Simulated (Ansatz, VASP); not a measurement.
# Na6Si5O13: VASP beside Ansatz, part 2 of 2

Aim: how closely do two programs agree when they are given the same cell, functional and k mesh? Of the first pair: The structure shown is frame 107 of Ansatz's trajectory.

VASP 6.6.1 and Ansatz 0.2.0.

So far. Step 3 (VASP: single point, revPBE, pair 1): The run ends at a pressure of 3.44 GPa, with forces up to 4.9 eV/Å.

## (6) VASP: single point, revPBE, pair 2

Level of this step: revPBE; plane waves and PAW (Si, Na_pv, O) (VASP).

The same cell, functional, mesh and smearing now go to VASP, with its own data sets.

INCAR

```
SYSTEM = Na6Si5O13
PREC = Accurate
ENCUT = 520
EDIFF = 1E-06
NELM = 120
ISMEAR = -1
SIGMA = 0.025
LREAL = Auto
ALGO = Normal
GGA = RE
NBANDS = 352
LORBIT = 11
LWAVE = .FALSE.
LCHARG = .FALSE.
ISIF = 2
LASPH = .TRUE.
GGA_COMPAT = .FALSE.
EFERMI = MIDGAP
NCORE = 2
```

POSCAR

```
Na6Si5O13
1.0
   10.7497900000      0.0000000000      0.0000000000
    0.0000000000     10.7497900000      0.0000000000
    0.0000000000      0.0000000000     10.7497900000
Si Na O
20 24 52
Direct
    0.4948747836      0.6926274839      0.2707029626
    0.6558267650      0.5278521720      0.6531011303
    0.7347864470      0.0868296032      0.5908673565
    0.6434451278      0.4857769315      0.1359561443
    0.0393682109      0.0442241197      0.8690588374
    0.4837396824      0.8193555409      0.0216934470
    0.4481389869      0.3860633557      0.4974050656
    0.0633221672      0.7440517443      0.4728185388
    0.7931503778      0.0342890419      0.3110572393
    0.0185678046      0.7726104417      0.9465022107
    0.8626587124      0.3397461718      0.5291731280
    0.3008802963      0.7157535170      0.8607516984
    0.9668840042      0.2588701733      0.2922196620
    0.5842253663      0.2644888877      0.2907684708
    0.6577151740      0.3641466484      0.8988733733
    0.8708635238      0.2012783506      0.0391635558
    0.4175058303      0.2184879891      0.8581376939
    0.2343766715      0.4460366203      0.9052828009
    0.2925638547      0.0421868706      0.0354704604
    0.4303991055      0.1054904328      0.5859649351
    0.7002741449      0.0363541985      0.9029850816
    0.2284044619      0.9030501991      0.6459288972
    0.7622753561      0.8684820820      0.0564104043
    0.2368697435      0.8617656717      0.2372325413
    0.3640071108      0.8038947738      0.4655997931
    0.5415733703      0.8739054437      0.7024602341
    0.1738731640      0.2565259414      0.6620780499
    0.1819291354      0.6249145332      0.1912967602
    0.3540720330      0.6044397146      0.6194446589
    0.7516891028      0.7965923055      0.4678882099
[... 60 atom lines left out ...]
    0.3154015102      0.3266482415      0.8356442312
    0.5698343875      0.2449908324      0.8487793715
    0.7606009048      0.9961022494      0.7084603513
    0.5600388473      0.7356701852      0.3985101104
    0.3810679092      0.7116418088      0.9860471693
    0.5843928114      0.3633373303      0.4137476174
```

KPOINTS

```
Automatic mesh
0
Gamma
1 1 1
0 0 0
```

Potentials, in the order of the species: Si, Na_pv and O (PBE family, release 64).

Command:

```console
$ mpirun -np 8 vasp_gam
```

Numbers of over 12 decimals in the logs are rounded to 6 here.

Output:

```text
[banner, memory and clock lines left out]
running    8 mpi-ranks, on    1 nodes
[...]
[... a notice as in an earlier step ...]

 LDA part: xc-table for (Slater+PW92), standard interpolation
 POSCAR, INCAR and KPOINTS ok, starting setup
[...]
entering main loop
       N       E                     dE             d eps       ncg     rms          rms(c)
DAV:   1     0.945466716475E+04    0.94547E+04   -0.28313E+05   704   0.194E+03
DAV:   2     0.112235943052E+04   -0.83323E+04   -0.79163E+04   768   0.553E+02
DAV:   3    -0.539948369215E+03   -0.16623E+04   -0.15910E+04   752   0.247E+02
DAV:   4    -0.684280421067E+03   -0.14433E+03   -0.14250E+03   904   0.761E+01
[...]
DAV:  18    -0.593529945136E+03   -0.32112E-05   -0.55365E-05   864   0.206E-02    0.788E-03
DAV:  19    -0.593529956883E+03   -0.11747E-04   -0.26907E-05   768   0.122E-02    0.647E-03
DAV:  20    -0.593529957446E+03   -0.56293E-06   -0.29690E-06   632   0.519E-03
   1 F= -.59352996E+03 E0= -.59352996E+03  d E =-.331116E-18
```

From OUTCAR (step 6):

```text
  Total       21.4792597     40.7427654     43.9005030     -3.0556198     -6.0682872      4.0723310
  in kB       27.7032008     52.5485994     56.6213393     -3.9410320     -7.8266654      5.2523506
  external PRESSURE =      45.6243798 kB  Pullay stress =       0.0000000 kB

 POSITION                                       TOTAL-FORCE (eV/Angst)
 -----------------------------------------------------------------------------------
      5.31980      7.44560      2.91000         0.068960      1.014107      0.898119
      7.05000      5.67430      7.02070         3.396497     -4.478213     -1.112851
      7.89880      0.93340      6.35170         0.054532     -1.509104      0.506446
      6.91690      5.22200      1.46150         2.207299     -0.088285     -2.663261
      0.42320      0.47540      9.34220         3.321151     -2.696555     -3.023841
      5.20010      8.80790      0.23320        -0.660351      0.428827      0.666232
      4.81740      4.15010      5.34700         3.912673     -1.910168      1.710501
      0.68070      7.99840      5.08270         0.552509     -2.072835      1.182851
      8.52620      0.36860      3.34380        -0.790770      3.663220      1.177212
      0.19960      8.30540     10.17470        -1.611251     -0.192931     -0.918479
      9.27340      3.65220      5.68850        -1.145178      1.976356      0.891111
      3.23440      7.69420      9.25290        -2.228841     -0.902948     -2.198762
     10.39380      2.78280      3.14130         0.876534     -0.400127     -0.498601
[...]
-----------------------------------------------------------------------------------
    total drift:                               -0.010886     -0.002629     -0.019522

  FREE ENERGIE OF THE ION-ELECTRON SYSTEM (eV)
  ---------------------------------------------------
  free  energy   TOTEN  =      -593.5299574459 eV

  energy  without entropy=     -593.5299574459  energy(sigma->0) =     -593.52995745

[... 2 parts as in an earlier step ...]

[... 1 further part left out ...]
[key lines of the parts left out:]
E-fermi :   4.3601
```

The run ends at a pressure of 4.56 GPa, with forces up to 5.7 eV/Å.

## (7) Comparison

What differs besides the data sets and the points named for the pairs above, as far as they apply: the data sets hold 608 valence electrons in Ansatz (on its default PAW (the set named soft_2) files) and 560 in VASP. Total energies have different zeros and are not compared.

Forces on 10 of the 96 atoms, those with the largest forces and the largest differences (eV/Å; atoms numbered as in POSCAR):

```
atom         Ansatz x, y, z           VASP x, y, z
 Si2  3.362, -4.415, -1.116  3.396, -4.478, -1.113
 Si4  2.245, -0.077, -2.654  2.207, -0.088, -2.663
 Si5  3.295, -2.688, -3.046  3.321, -2.697, -3.024
 Si7   3.869, -1.879, 1.649   3.913, -1.910, 1.711
 Si9   -0.780, 3.611, 1.161   -0.791, 3.663, 1.177
Si16   0.350, 1.810, -0.967   0.406, 1.904, -1.045
Na44   1.129, -1.406, 0.251   1.186, -1.480, 0.287
 O50  -3.284, 0.470, -2.183  -3.341, 0.484, -2.214
 O71   -0.089, 3.254, 0.749   -0.083, 3.320, 0.755
 O78  -0.111, -0.947, 0.804  -0.151, -1.002, 0.853
```

The forces differ by 26 meV/Å r.m.s., which is 2.3 % of the r.m.s. force of 1.118 eV/Å (both taken over all components).

## (8) Ansatz: dynamics, revPBE

One frame of this run of dynamics is then solved in both programs, so the motion causes no difference.

The structure compared here is frame 320 of Ansatz's trajectory.

input.yaml

```yaml
crystal:
  lattice:
    - [10.74979, 0.0, 0.0]
    - [0.0, 10.74979, 0.0]
    - [0.0, 0.0, 10.74979]
  atoms:
    - { symbol: Si, position: [0.50624, 0.69404, 0.26838] }
    - { symbol: Si, position: [0.66313, 0.53866, 0.62977] }
    - { symbol: Si, position: [0.73334, 0.10428, 0.61008] }
    - { symbol: Si, position: [0.66068, 0.47776, 0.14663] }
    - { symbol: Si, position: [0.06398, 0.06713, 0.85574] }
    - { symbol: Si, position: [0.48527, 0.81229, 0.01339] }
    - { symbol: Si, position: [0.45929, 0.38378, 0.49193] }
    - { symbol: Si, position: [0.0646, 0.73896, 0.48229] }
    - { symbol: Si, position: [0.80275, 0.02149, 0.33887] }
    - { symbol: Si, position: [0.03744, 0.7914, 0.92242] }
    - { symbol: Si, position: [0.8608, 0.36707, 0.50814] }
    - { symbol: Si, position: [0.30553, 0.68128, 0.83896] }
    - { symbol: Si, position: [0.96569, 0.2491, 0.26813] }
    - { symbol: Si, position: [0.59079, 0.22663, 0.28484] }
    - { symbol: Si, position: [0.65576, 0.38061, 0.87653] }
    - { symbol: Si, position: [0.84439, 0.2053, 0.01173] }
    - { symbol: Si, position: [0.39529, 0.22713, 0.86962] }
    - { symbol: Si, position: [0.19416, 0.43129, 0.89578] }
    - { symbol: Si, position: [0.29376, 0.04549, 0.04728] }
    - { symbol: Si, position: [0.43478, 0.12834, 0.61831] }
    - { symbol: Na, position: [0.62643, 0.04915, 0.90248] }
    - { symbol: Na, position: [0.20844, 0.90863, 0.677] }
    - { symbol: Na, position: [0.76134, 0.8907, 0.07198] }
    - { symbol: Na, position: [0.20472, 0.83093, 0.22734] }
    - { symbol: Na, position: [0.36532, 0.78276, 0.49732] }
    - { symbol: Na, position: [0.5464, 0.85416, 0.70583] }
    - { symbol: Na, position: [0.19151, 0.29996, 0.62379] }
    - { symbol: Na, position: [0.17689, 0.61458, 0.21806] }
    - { symbol: Na, position: [0.34198, 0.60345, 0.58239] }
    - { symbol: Na, position: [0.75508, 0.78434, 0.50062] }
[... 60 atom lines left out ...]
    - { symbol: O, position: [0.27908, 0.31275, 0.85684] }
    - { symbol: O, position: [0.52526, 0.30625, 0.85439] }
    - { symbol: O, position: [0.76481, 0.0568, 0.73832] }
    - { symbol: O, position: [0.56777, 0.73405, 0.39415] }
    - { symbol: O, position: [0.39961, 0.69776, 0.95642] }
    - { symbol: O, position: [0.56379, 0.3213, 0.41009] }
kpoints:
  mp_grid: { grid: [1, 1, 1] }
hamiltonian:
  xc: revpbe
scf:
  occupations: { method: fermi_dirac, width: 0.025 }
output:
  forces: true
md:
  timestep: 1.0
  n_steps: 320
  ensemble: nvt_nose_hoover
  temperature: 600
  initial_velocities: maxwell_boltzmann
  seed: 2952
```

Command:

```console
$ ansatz run input.yaml --threads 4 --pin off --max-ram 8192MiB --backend cpu --events-out ev --progress --plain --runs-dir out
```

Output:

```text
[...]
Crystal: 96 atoms, lattice volume = 1242.224 Å³
Basis set: ecut = 420 eV, 24207 PW (Γ), exchange–correlation on 144×144×144 points (8 copies of the dense FFT grid, shifted against one another)
Bands: 400, of which v1, the nominal top of the filled ones, is band 304 counted from 1 (303 counted from 0)
Symmetry: 1 space group operations
k-points: 1
[...]
atom   8  Si     3.57486765     0.46406420    -2.06654682
[...]
atom  93  O      0.70206371     1.71143306    -1.25226303
  atom  94  O      1.48864091     0.83818905     1.35595819
  atom  95  O      0.20698667     0.18706700     0.82691205
  atom  96  O     -0.74791570     0.55186170     0.25224761
  max |Σ_I F_I| component: 2.15e-4 eV/Å
--- MD trajectory: 320 steps, t = 0.0 → 320.0 fs ---
[...]
conserved energy: peak-to-peak 1.996e-2 eV (2.079e-4 eV/atom) over 320.0 fs
[key lines of the parts left out:]
SCF converged after 8 iterations
Free energy (F): -78144.359367 eV
Fermi energy:    6.294074 eV
```

## (9) VASP: single point, revPBE, pair 3

The same cell, functional, mesh and smearing now go to VASP, with its own data sets.

INCAR is that of step 6.

POSCAR

```
Na6Si5O13
1.0
   10.7497900000      0.0000000000      0.0000000000
    0.0000000000     10.7497900000      0.0000000000
    0.0000000000      0.0000000000     10.7497900000
Si Na O
20 24 52
Direct
    0.5003074479      0.6840040596      0.2687308310
    0.6716317249      0.5196845706      0.6511010913
    0.7271118785      0.1078811772      0.6111561249
    0.6354728790      0.4934608025      0.1255931511
    0.0586895186      0.0527824264      0.8642308361
    0.4819629035      0.8320813709      0.0367728114
    0.4642044170      0.3753003547      0.4981399637
    0.0559545814      0.7198838303      0.4641486020
    0.8037645387      0.0432194489      0.3415601607
    0.0164003204      0.7818292264      0.9377020388
    0.8803520813      0.3501184674      0.5467455643
    0.3077734542      0.7143767460      0.8552260091
    0.9731538942      0.2729448668      0.3017082194
    0.5920115649      0.2541817096      0.2744704780
    0.6703014664      0.3687141795      0.8922406856
    0.8733472933      0.1895013763      0.0359914008
    0.4077195927      0.2339301512      0.8622494021
    0.2326743127      0.4484180621      0.9029943841
    0.2949639016      0.0617500435      0.0283261347
    0.4318223891      0.1134347741      0.6038536567
    0.6303844075      0.0663733896      0.9019525033
    0.1905060471      0.9013850503      0.6859575861
    0.7756709666      0.8541190107      0.0625314541
    0.2413070395      0.8692262826      0.2136041727
    0.3147875447      0.7964062554      0.4848280757
    0.5405314895      0.8518678039      0.7421447303
    0.1726173255      0.2642191150      0.6665618584
    0.1821710005      0.6116398553      0.1852594330
    0.3541743606      0.5720855942      0.6180957954
    0.7150279215      0.7930573527      0.4808279976
[... 60 atom lines left out ...]
    0.3021361348      0.3366856469      0.8160903608
    0.5550527034      0.2752518886      0.8699611806
    0.7236513457      0.0014697962      0.7240048410
    0.5875556639      0.6731108236      0.3836633088
    0.3909006595      0.7231676154      0.9798982120
    0.5873324037      0.3290017758      0.4117010658
```

KPOINTS is that of step 6.

Command:

```console
$ mpirun -np 8 vasp_gam
```

Output:

```text
[... set-up lines as in an earlier step ...]
 entering main loop
       N       E                     dE             d eps       ncg     rms          rms(c)
DAV:   1     0.943922351170E+04    0.94392E+04   -0.28490E+05   704   0.193E+03
DAV:   2     0.107538695892E+04   -0.83638E+04   -0.79461E+04   768   0.556E+02
DAV:   3    -0.538957859347E+03   -0.16143E+04   -0.15359E+04   728   0.246E+02
DAV:   4    -0.683912537175E+03   -0.14495E+03   -0.14237E+03   864   0.763E+01
[...]
DAV:  19    -0.593811393013E+03   -0.10502E-04   -0.27599E-05   768   0.178E-02    0.500E-03
DAV:  20    -0.593811394122E+03   -0.11090E-05   -0.55491E-06   728   0.603E-03    0.348E-03
DAV:  21    -0.593811394492E+03   -0.36957E-06   -0.10972E-06   488   0.269E-03
   1 F= -.59381139E+03 E0= -.59381139E+03  d E =-.314740E-20
```

OUTCAR, selected parts (step 9):

```text
  Total       29.1157785     40.5376529     63.2693987     -4.6269246     -4.2601224     -1.6402904
  in kB       37.5525168     52.2840524     81.6026662     -5.9676462     -5.4945575     -2.1155894
  external PRESSURE =      57.1464118 kB  Pullay stress =       0.0000000 kB

 POSITION                                       TOTAL-FORCE (eV/Angst)
 -----------------------------------------------------------------------------------
      5.37820      7.35290      2.88880        -4.052890     -3.476247      1.428829
      7.21990      5.58650      6.99920         1.750209     -1.952399     -0.578765
      7.81630      1.15970      6.56980        -0.763794     -3.966322      0.533466
      6.83120      5.30460      1.35010         0.671620      1.594042      1.016201
      0.63090      0.56740      9.29030         0.908419     -0.622015     -1.399067
      5.18100      8.94470      0.39530         0.186773     -1.380669     -1.563094
      4.99010      4.03440      5.35490         0.835958      0.322676     -1.630969
      0.60150      7.73860      4.98950         3.610335      0.463378     -2.070676
      8.64030      0.46460      3.67170        -1.201517     -0.867118     -3.811419
      0.17630      8.40450     10.08010         0.515177     -0.619987     -0.501435
[...]
9.38790      8.90470      7.54590        -0.924384      0.306967      1.340920
     10.27240      3.13350      8.28440        -0.440253     -0.018501      1.554591
      7.54940      7.17030      9.60900         0.028275     -0.076389     -0.145114
[...]
-----------------------------------------------------------------------------------
    total drift:                                0.020581     -0.014722     -0.002507

  FREE ENERGIE OF THE ION-ELECTRON SYSTEM (eV)
  ---------------------------------------------------
  free  energy   TOTEN  =      -593.8113944915 eV

  energy  without entropy=     -593.8113944915  energy(sigma->0) =     -593.81139449

[... 2 parts as in an earlier step ...]

[... 1 further part left out ...]
[key lines of the parts left out:]
E-fermi :   4.1822
```

The run ends at a pressure of 5.71 GPa, with forces up to 5.5 eV/Å.

## (10) Differences

What differs besides the data sets and the points named for the pairs above, as far as they apply: the data sets hold 608 valence electrons in Ansatz (on its default PAW (the set named soft_2) files) and 560 in VASP. Total energies have different zeros and are not compared.

Forces on 10 of the 96 atoms, those with the largest forces and the largest differences (eV/Å; atoms numbered as in POSCAR):

```
atom          Ansatz x, y, z            VASP x, y, z
 Si1   -4.035, -3.467, 1.468   -4.053, -3.476, 1.429
 Si3   -0.775, -3.982, 0.584   -0.764, -3.966, 0.533
 Si8    3.575, 0.464, -2.067    3.610, 0.463, -2.071
 Si9  -1.202, -0.864, -3.813  -1.202, -0.867, -3.811
Si14    0.324, -2.041, 1.820    0.422, -2.048, 1.831
Si16    -2.850, 0.735, 1.687    -2.783, 0.843, 1.676
Si19   -1.615, -1.391, 2.683   -1.541, -1.413, 2.690
 O52   -0.388, -0.879, 3.415   -0.412, -0.847, 3.437
 O78    0.768, 0.538, -0.356    0.721, 0.470, -0.339
 O87  -0.026, -0.563, -4.244  -0.009, -0.597, -4.262
```

The forces differ by 25 meV/Å r.m.s., which is 2.3 % of the r.m.s. force of 1.084 eV/Å (both taken over all components).

## (11) Summary of results

| Property | Result |
| --- | --- |
| r.m.s. force difference (single point, revPBE, pair 1) | 2.2 % of the r.m.s. force |
| r.m.s. force difference (single point, revPBE, pair 2) | 2.3 % of the r.m.s. force |
| r.m.s. force difference (single point, revPBE, pair 3) | 2.3 % of the r.m.s. force |

What this shows: The r.m.s. force difference is 2.3 % of the r.m.s. force (single point, revPBE, pair 2), within the 3 % picked in this series as the mark of a large difference. The data sets hold unlike numbers of valence electrons (608 in Ansatz and 560 in VASP), so part of the differences comes from the potentials. How closely two codes agree says nothing of how well the functional describes the real material.

[Lines on the potential files, build, host, timing and source positions are cut from VASP's logs without a mark.]

[Logs are printed without paths, hosts, clocks, repeated set-up lines and the standing remarks that a program may print on its own settings, such as how far it seeks lower states.]

[Hosts, paths, dates, database ids (printed as entryN), source tags and the programs' standing remarks are cut or masked in the printed files.]
